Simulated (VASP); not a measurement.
# GW on MgO: a test of the settings, part 2 of 2

Aim: test the GW correction to the gap of MgO. The starting structure is a cell with measured lattice constants from the literature and the atomic positions of a Crystallography Open Database entry. Cell and atoms stay as given.

VASP 6.6.1.

Results so far: G0W0 (response cutoff 100 eV, 4×4×4 mesh) 7.09 eV; G0W0 (response cutoff 160 eV, 4×4×4 mesh) 7.30 eV; G0W0 (response cutoff 240 eV, 4×4×4 mesh) 7.41 eV.

**5. GW0 with iterated eigenvalues (response cutoff 160 eV, 4×4×4 mesh)**

Level of this step: evGW0 on LDA; plane waves and PAW (Mg_GW, O_GW) (VASP).

It reads the orbitals and their derivatives (WAVECAR and WAVEDER) of a run with the empty bands, which follows a ground-state run; neither is shown.

File INCAR:

```
SYSTEM = MgO
PREC = Accurate
ENCUT = 440
ISMEAR = 0
SIGMA = 0.01
LREAL = .FALSE.
GGA = CA
NBANDS = 88
ALGO = EVGW0
NELMGW = 4
ENCUTGW = 160
NOMEGA = 40
PRECFOCK = Fast
NBANDSGW = 12
LWAVE = .FALSE.
LCHARG = .FALSE.
```

File POSCAR:

```
MgO
1.0
    0.0000000000      2.1064000000      2.1064000000
    2.1064000000      0.0000000000      2.1064000000
    2.1064000000      2.1064000000      0.0000000000
Mg O
1 1
Direct
    0.0000000000      0.0000000000      0.0000000000
    0.5000000000      0.5000000000      0.5000000000
```

File KPOINTS:

```
Automatic mesh
0
Gamma
4 4 4
0 0 0
```

PAW data sets: Mg_GW and O_GW (LDA family, release 64).

Run with:

```console
$ mpirun -np 4 vasp_std
```

What it wrote:

```text
[banner, memory and clock lines left out]
running    4 mpi-ranks, on    1 nodes
[...]
[... a notice as in an earlier step ...]

 LDA part: xc-table for (Slater(with rela. corr.)+CA(PZ))
 , standard interpolation
 found WAVECAR, reading the header
 POSCAR, INCAR and KPOINTS ok, starting setup
[...]
reading WAVECAR
 the WAVECAR file was read successfully
 initial charge from wavefunction
 available memory per node:    256.43 GB, setting MAXMEM to    262588

 The Fermi energy was updated, please check that it is located mid-gap
 values below the HOMO (VB) or above the LUMO (CB) will cause erroneous energies
 E-fermi :   5.2111

 calculate exact exchange contribution
 the WAVEDER file was read successfully
energies w=
    0.000    0.000    1.028    0.000    2.050    0.000    3.060    0.000
    4.055    0.000    5.030    0.000    5.984    0.000    6.917    0.000
    7.829    0.000    8.723    0.000    9.601    0.000   10.466    0.000
[...]
total number of BLAS operations         15.86 Gflops
NQ=   4    0.2500    0.2500    0.0000,
|.........|.........|.........|.........|.........|.........|.........|.........
 performed        412000 updates of chi_q(r,r)
 total number of BLAS operations         22.70 Gflops
NQ=   5    0.5000    0.2500    0.0000,
|.........|.........|.........|.........|.........|.........|.........|.........
 performed        581000 updates of chi_q(r,r)
 total number of BLAS operations         33.46 Gflops
NQ=   6   -0.2500    0.2500    0.0000,
|.........|.........|.........|.........|.........|.........|.........|.........
 performed        729000 updates of chi_q(r,r)
 total number of BLAS operations         42.87 Gflops
NQ=   7    0.5000    0.5000    0.0000,
|.........|.........|.........|.........|.........|.........|.........|.........
 performed        818000 updates of chi_q(r,r)
 total number of BLAS operations         48.93 Gflops
NQ=   8   -0.2500    0.5000    0.2500,
|.........|.........|.........|.........|.........|.........|.........|.........
 performed        941000 updates of chi_q(r,r)
 total number of BLAS operations         55.89 Gflops
 resolving degeneracies of screened two electron integrals

 calculate QP shifts <psi_nk| G(iteration)W_0 |psi_nk>: iteration 4
 entering main loop
```

Elapsed: 11 s, on 4 MPI ranks of Intel Xeon 6975P-C (Granite Rapids), shared host; peak memory 0.47 GiB.

Parts of OUTCAR (step 5):

```text
 QP shifts <psi_nk| G(iteration)W_0 |psi_nk>: iteration 2
 k-point   1 :       0.0000    0.0000    0.0000
  band No. old QP-enery  QP-energies   sigma(KS)   T+V_ion+V_H  V^pw_x(r,r')   Z            occupation Imag(sigma)
      1     -16.4082     -17.0368     -20.9645       3.6842     -29.5963       0.7208       2.0000       1.3842
      2       1.7095       1.4838     -21.2794      22.6994     -25.2191       0.7796       2.0000       0.1544
      3       1.7095       1.4838     -21.2794      22.6994     -25.2191       0.7796       2.0000       0.1544
      4       1.7095       1.4838     -21.2794      22.6994     -25.2191       0.7796       2.0000       0.1544
      5       9.0050       9.1984     -10.9550      20.1924      -7.4381       0.8325       0.0000      -0.0815
      6      20.0736      20.3470      -7.6724      28.0785      -3.0649       0.8222       0.0000      -0.1547
      7      20.0736      20.3470      -7.6724      28.0785      -3.0649       0.8222       0.0000      -0.1547
      8      20.0736      20.3470      -7.6724      28.0785      -3.0649       0.8222       0.0000      -0.1547
    ...

 QP shifts <psi_nk| G(iteration)W_0 |psi_nk>: iteration 3
 k-point   1 :       0.0000    0.0000    0.0000
  band No. old QP-enery  QP-energies   sigma(KS)   T+V_ion+V_H  V^pw_x(r,r')   Z            occupation Imag(sigma)
      1     -17.0368     -17.1848     -20.9230       3.6842     -29.5963       0.7328       2.0000       1.4552
      2       1.4838       1.4403     -21.2712      22.6994     -25.2191       0.7817       2.0000       0.1540
      3       1.4838       1.4403     -21.2712      22.6994     -25.2191       0.7817       2.0000       0.1540
      4       1.4838       1.4403     -21.2712      22.6994     -25.2191       0.7817       2.0000       0.1540
      5       9.1984       9.2235     -10.9640      20.1924      -7.4381       0.8372       0.0000      -0.0801
      6      20.3470      20.3904      -7.6787      28.0785      -3.0649       0.8216       0.0000      -0.1557
      7      20.3470      20.3904      -7.6787      28.0785      -3.0649       0.8216       0.0000      -0.1557
      8      20.3470      20.3904      -7.6787      28.0785      -3.0649       0.8216       0.0000      -0.1557
    ...

 QP shifts <psi_nk| G(iteration)W_0 |psi_nk>: iteration 4
 k-point   1 :       0.0000    0.0000    0.0000
  band No. old QP-enery  QP-energies   sigma(KS)   T+V_ion+V_H  V^pw_x(r,r')   Z            occupation Imag(sigma)
      1     -17.1848     -17.2174     -20.9133       3.6842     -29.5963       0.7369       2.0000       1.4741
      2       1.4403       1.4315     -21.2704      22.6994     -25.2191       0.7814       2.0000       0.1539
      3       1.4403       1.4315     -21.2704      22.6994     -25.2191       0.7814       2.0000       0.1539
      4       1.4403       1.4315     -21.2704      22.6994     -25.2191       0.7814       2.0000       0.1539
      5       9.2235       9.2268     -10.9650      20.1924      -7.4381       0.8372       0.0000      -0.0787
      6      20.3904      20.3972      -7.6798      28.0785      -3.0649       0.8203       0.0000      -0.1560
      7      20.3904      20.3972      -7.6798      28.0785      -3.0649       0.8203       0.0000      -0.1560
      8      20.3904      20.3972      -7.6798      28.0785      -3.0649       0.8203       0.0000      -0.1560
    ...

[... 3 parts as in an earlier step ...]

[... 1 further part left out ...]
[key lines of the parts left out:]
E-fermi :   5.2111
```

GW0 with iterated eigenvalues (response cutoff 160 eV, 4×4×4 mesh): the quasiparticle gap on this mesh is 7.795 eV, +3.155 eV from the LDA gap on the same points, with 88 bands.

**6. G0W0 (response cutoff 100 eV, 6×6×6 mesh)**

It reads the orbitals and their derivatives (WAVECAR and WAVEDER) of a run with the empty bands, which follows a ground-state run; neither is shown.

INCAR: that of step 5 with these lines changed.

```diff
@@ -7,6 +7,6 @@
 GGA = CA
-NBANDS = 88
+NBANDS = 44
 ALGO = EVGW0
-NELMGW = 4
-ENCUTGW = 160
+NELMGW = 1
+ENCUTGW = 100
 NOMEGA = 40
```

POSCAR is that of step 5.

File KPOINTS:

```
Automatic mesh
0
Gamma
6 6 6
0 0 0
```

Run with:

```console
$ mpirun -np 4 vasp_std
```

What it wrote:

```text
[banner, memory and clock lines left out]
running    4 mpi-ranks, on    1 nodes
[...]
[... a notice as in an earlier step ...]

 LDA part: xc-table for (Slater(with rela. corr.)+CA(PZ))
 , standard interpolation
 found WAVECAR, reading the header
 POSCAR, INCAR and KPOINTS ok, starting setup
[...]
reading WAVECAR
 the WAVECAR file was read successfully
 initial charge from wavefunction
 available memory per node:    255.27 GB, setting MAXMEM to    261400

 The Fermi energy was updated, please check that it is located mid-gap
 values below the HOMO (VB) or above the LUMO (CB) will cause erroneous energies
 E-fermi :   5.2010

 calculate exact exchange contribution
 the WAVEDER file was read successfully
energies w=
    0.000    0.000    0.987    0.000    1.969    0.000    2.940    0.000
    3.895    0.000    4.831    0.000    5.748    0.000    6.644    0.000
    7.520    0.000    8.379    0.000    9.222    0.000   10.053    0.000
[...]
total number of BLAS operations         34.39 Gflops
NQ=  12   -0.3333    0.3333    0.0000,
|.........|.........|.........|.........|.........|.........|.........|.........
 performed       2414000 updates of chi_q(r,r)
 total number of BLAS operations         37.16 Gflops
NQ=  13    0.5000    0.5000    0.0000,
|.........|.........|.........|.........|.........|.........|.........|.........
 performed       2531000 updates of chi_q(r,r)
 total number of BLAS operations         38.67 Gflops
NQ=  14    0.5000    0.3333    0.1667,
|.........|.........|.........|.........|.........|.........|.........|.........
 performed       2804000 updates of chi_q(r,r)
 total number of BLAS operations         42.72 Gflops
NQ=  15   -0.3333    0.3333    0.1667,
|.........|.........|.........|.........|.........|.........|.........|.........
 performed       3050000 updates of chi_q(r,r)
 total number of BLAS operations         46.20 Gflops
NQ=  16   -0.3333    0.5000    0.1667,
|.........|.........|.........|.........|.........|.........|.........|.........
 performed       3266000 updates of chi_q(r,r)
 total number of BLAS operations         48.98 Gflops
 resolving degeneracies of screened two electron integrals

 calculate QP shifts <psi_nk| G(iteration)W_0 |psi_nk>: iteration 1
 entering main loop
```

Run time: 10 s. Hardware: 4 MPI ranks; peak memory 0.56 GiB.

Parts of OUTCAR (step 6):

```text
 QP shifts <psi_nk| G(iteration)W_0 |psi_nk>: iteration 1
 for sc-GW calculations column KS-energies equals QP-energies in previous step
 and V_xc(KS)=  KS-energies - (<T + V_ion + V_H > + <T+V_H+V_ion>^1  + <V_x>^1)
 k-point   1 :       0.0000    0.0000    0.0000
  band No.  KS-energies  QP-energies   sigma(KS)   V_xc(KS)     V^pw_x(r,r')   Z            occupation Imag(sigma)
      1     -14.1268     -16.3476     -20.9176     -17.8018     -29.6010       0.7128       2.0000       1.2156
      2       2.8758       1.9188     -21.0311     -19.8099     -25.1257       0.7836       2.0000       0.1208
      3       2.8758       1.9188     -21.0311     -19.8099     -25.1257       0.7836       2.0000       0.1208
      4       2.8758       1.9188     -21.0311     -19.8099     -25.1257       0.7836       2.0000       0.1208
      5       7.5262       9.0263     -10.8667     -12.6602      -7.6039       0.8365       0.0000      -0.0814
      6      18.4029      20.2213      -7.4778      -9.6777      -3.0885       0.8266       0.0000      -0.1503
      7      18.4029      20.2213      -7.4778      -9.6777      -3.0885       0.8266       0.0000      -0.1503
      8      18.4029      20.2213      -7.4778      -9.6777      -3.0885       0.8266       0.0000      -0.1503
    ...

[... 1 part as in an earlier step ...]

[... 2 further parts left out ...]
[key lines of the parts left out:]
E-fermi :   5.2010
```

G0W0 (response cutoff 100 eV, 6×6×6 mesh): the quasiparticle gap on this mesh is 7.108 eV, +2.457 eV from the LDA gap on the same points, with 44 bands.

**7. G0W0 (response cutoff 100 eV, 4×4×4 mesh, 8 empty bands)**

It reads the orbitals and their derivatives (WAVECAR and WAVEDER) of a run with the empty bands, which follows a ground-state run; neither is shown.

INCAR: that of step 6 with these lines changed.

```diff
@@ -7,3 +7,3 @@
 GGA = CA
-NBANDS = 44
+NBANDS = 12
 ALGO = EVGW0
```

POSCAR is that of step 6.

File KPOINTS:

```
Automatic mesh
0
Gamma
4 4 4
0 0 0
```

Run with:

```console
$ mpirun -np 4 vasp_std
```

What it wrote:

```text
[banner, memory and clock lines left out]
running    4 mpi-ranks, on    1 nodes
[...]
[... a notice as in an earlier step ...]

 LDA part: xc-table for (Slater(with rela. corr.)+CA(PZ))
 , standard interpolation
 found WAVECAR, reading the header
 POSCAR, INCAR and KPOINTS ok, starting setup
[...]
reading WAVECAR
 the WAVECAR file was read successfully
 initial charge from wavefunction
 available memory per node:    258.18 GB, setting MAXMEM to    264378

 The Fermi energy was updated, please check that it is located mid-gap
 values below the HOMO (VB) or above the LUMO (CB) will cause erroneous energies
 E-fermi :   5.2111

 calculate exact exchange contribution
 the WAVEDER file was read successfully
energies w=
    0.000    0.000    1.075    0.000    2.144    0.000    3.200    0.000
    4.240    0.000    5.260    0.000    6.257    0.000    7.233    0.000
    8.187    0.000    9.121    0.000   10.039    0.000   10.945    0.000
[...]
total number of BLAS operations          0.57 Gflops
NQ=   4    0.2500    0.2500    0.0000,
|.........|.........|.........|.........|.........|.........|.........|.........
 performed         47000 updates of chi_q(r,r)
 total number of BLAS operations          0.78 Gflops
NQ=   5    0.5000    0.2500    0.0000,
|.........|.........|.........|.........|.........|.........|.........|.........
 performed         68000 updates of chi_q(r,r)
 total number of BLAS operations          1.09 Gflops
NQ=   6   -0.2500    0.2500    0.0000,
|.........|.........|.........|.........|.........|.........|.........|.........
 performed         86000 updates of chi_q(r,r)
 total number of BLAS operations          1.35 Gflops
NQ=   7    0.5000    0.5000    0.0000,
|.........|.........|.........|.........|.........|.........|.........|.........
 performed         96000 updates of chi_q(r,r)
 total number of BLAS operations          1.48 Gflops
NQ=   8   -0.2500    0.5000    0.2500,
|.........|.........|.........|.........|.........|.........|.........|.........
 performed        111000 updates of chi_q(r,r)
 total number of BLAS operations          1.71 Gflops
 resolving degeneracies of screened two electron integrals

 calculate QP shifts <psi_nk| G(iteration)W_0 |psi_nk>: iteration 1
 entering main loop
```

Run time: 1.4 s. Hardware: 4 MPI ranks; peak memory 0.4 GiB; 3.8 s of CPU time.

OUTCAR, selected parts (step 7):

```text
 QP shifts <psi_nk| G(iteration)W_0 |psi_nk>: iteration 1
 for sc-GW calculations column KS-energies equals QP-energies in previous step
 and V_xc(KS)=  KS-energies - (<T + V_ion + V_H > + <T+V_H+V_ion>^1  + <V_x>^1)
 k-point   1 :       0.0000    0.0000    0.0000
  band No.  KS-energies  QP-energies   sigma(KS)   V_xc(KS)     V^pw_x(r,r')   Z            occupation Imag(sigma)
      1     -14.1144     -16.3118     -20.9423     -17.7986     -29.5963       0.6990       2.0000       1.6407
      2       2.8907       2.3793     -20.4654     -19.8087     -25.2191       0.7787       2.0000       0.1533
      3       2.8907       2.3793     -20.4654     -19.8087     -25.2191       0.7787       2.0000       0.1533
      4       2.8907       2.3793     -20.4654     -19.8087     -25.2191       0.7787       2.0000       0.1533
      5       7.5314       9.5689     -10.2153     -12.6610      -7.4381       0.8331       0.0000      -0.0913
      6      18.4037      21.1021      -6.4282      -9.6748      -3.0649       0.8311       0.0000      -0.1554
      7      18.4037      21.1021      -6.4282      -9.6748      -3.0649       0.8311       0.0000      -0.1554
      8      18.4037      21.1021      -6.4282      -9.6748      -3.0649       0.8311       0.0000      -0.1554
    ...

[... 1 part as in an earlier step ...]

[... 2 further parts left out ...]
[key lines of the parts left out:]
E-fermi :   5.2111
```

G0W0 (response cutoff 100 eV, 4×4×4 mesh, 8 empty bands): the quasiparticle gap on this mesh is 7.190 eV, +2.549 eV from the LDA gap on the same points, with 12 bands.

**8. All runs side by side**

| run | LDA gap on the mesh (eV) | GW gap (eV) | correction (eV) | bands |
| --- | --- | --- | --- | --- |
| G0W0 (response cutoff 100 eV, 4×4×4 mesh) | 4.641 | 7.094 | 2.454 | 44 |
| G0W0 (response cutoff 160 eV, 4×4×4 mesh) | 4.641 | 7.296 | 2.655 | 88 |
| G0W0 (response cutoff 240 eV, 4×4×4 mesh) | 4.641 | 7.412 | 2.771 | 160 |
| GW0 with iterated eigenvalues (response cutoff 160 eV, 4×4×4 mesh) | 4.641 | 7.795 | 3.155 | 88 |
| G0W0 (response cutoff 100 eV, 6×6×6 mesh) | 4.65 | 7.108 | 2.457 | 44 |
| G0W0 (response cutoff 100 eV, 4×4×4 mesh, 8 empty bands) | 4.641 | 7.19 | 2.549 | 12 |

**9. Results**

* gap, G0W0 (response cutoff 100 eV, 4×4×4 mesh): 7.094 eV
* gap, G0W0 (response cutoff 160 eV, 4×4×4 mesh): 7.296 eV
* gap, G0W0 (response cutoff 240 eV, 4×4×4 mesh): 7.412 eV
* gap, GW0 with iterated eigenvalues (response cutoff 160 eV, 4×4×4 mesh): 7.795 eV
* gap, G0W0 (response cutoff 100 eV, 6×6×6 mesh): 7.108 eV
* gap, G0W0 (response cutoff 100 eV, 4×4×4 mesh, 8 empty bands): 7.190 eV

The correction to the LDA gap of MgO is +2.454 eV at a response cutoff of 100 eV, +2.655 eV at a response cutoff of 160 eV, +2.771 eV at a response cutoff of 240 eV. The number of bands rises with the cutoff. On a 6×6×6 mesh in place of 4×4×4 the correction is +2.457 eV against +2.454 eV. Iterating the eigenvalues in G raises the gap by +0.500 eV. With 8 empty bands alone, a slip made on purpose, the correction is +2.549 eV against +2.454 eV. Errors of the two band edges can cancel in a gap, so a value close to the better runs would prove nothing. From a response cutoff of 160 to 240 eV the correction still moves by +0.116 eV, so cutoff and bands aren't shown to be converged. The LDA gap along the bands, from another run on this structure, is 4.653 eV. On the 4×4×4 mesh it is 4.641 eV, so this mesh comes close to the edges. On the 6×6×6 mesh it is 4.650 eV, so this mesh comes close to the edges. Further runs on this material are not shown.

[Lines on the potential files, build, host, timing and source positions are cut from VASP's logs without a mark.]

[Logs are printed without paths, hosts, clocks, repeated set-up lines and the standing remarks that a program may print on its own settings, such as how far it seeks lower states.]

[Hosts, paths, dates, database ids (printed as entryN), source tags and the programs' standing remarks are cut or masked in the printed files.]
